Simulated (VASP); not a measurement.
An input for Quantum ESPRESSO's pw.x (written as the equivalent of a VASP run, and not itself run):

```
&CONTROL
  calculation = 'vc-relax'
  pseudo_dir = './pseudo'
  outdir = './out'
  tprnfor = .true.
  tstress = .true.
  nstep = 60
  forc_conv_thr = 0.00039
/
&SYSTEM
  ibrav = 0
  nat = 2
  ntyp = 2
  ecutwfc = 78
  occupations = 'smearing'
  smearing = 'gaussian'
  degauss = 0.003675
  input_dft = 'pbe'
/
&ELECTRONS
  conv_thr = 7.3e-08
  electron_maxstep = 100
/
&IONS
/
&CELL
/
ATOMIC_SPECIES
  Ge 72.630 Ge.upf
  S 32.060 S.upf
CELL_PARAMETERS angstrom
    -0.0000000    3.0465277    3.0465277
     3.0465277    0.0000000    3.0465277
     3.0465277    3.0465277    0.0000000
ATOMIC_POSITIONS crystal
  Ge   0.0000000  0.0000000  0.0000000
  S    0.2500000  0.2500000  0.2500000
K_POINTS automatic
  7 7 7 0 0 0
```

Question: Translate this input to VASP (INCAR, KPOINTS, POSCAR, choice of POTCAR).

Answer: Several could match; the one computed here: 
**INCAR**
```
SYSTEM=GeS
PREC=Accurate; ENCUT=400; LREAL=F
LASPH=T
EDIFF=1E-6; NELM=100; ALGO=Normal
LMAXMIX=4
ISMEAR=0; SIGMA=0.05
GGA=PE
IBRION=2; NSW=60; ISIF=3
EDIFFG=-0.01
LWAVE=F; LCHARG=F
```

POSCAR:
```
GeS
1.0
  0.0000000000   3.0465277078   3.0465277078
  3.0465277078   0.0000000000   3.0465277078
  3.0465277078   3.0465277078   0.0000000000
Ge S
1 1
Cart
  0.0000000000   0.0000000000   0.0000000000
  1.5232638539   1.5232638539   1.5232638539
```

KPOINTS:
```
Automatic mesh
0
Gamma
7 7 7
0 0 0
```

POTCAR, in this order: Ge_d S (PBE.64 set). Program: vasp_std.

What does not carry over: the potentials are each code's own (VASP's PAW set, PseudoDojo norm-conserving files in pw.x), so ENCUT and ecutwfc are chosen apart and not converted; conv_thr bounds pw.x's estimated SCF error, while EDIFF bounds the energy change between steps; forc_conv_thr acts on force components and is met together with etot_conv_thr.

The structure was generated: GeS was put into the zinc blende type (F-43m), which need not be its known phase. It was relaxed first, which changed the volume by +61 %. The start is the result of an earlier pass.
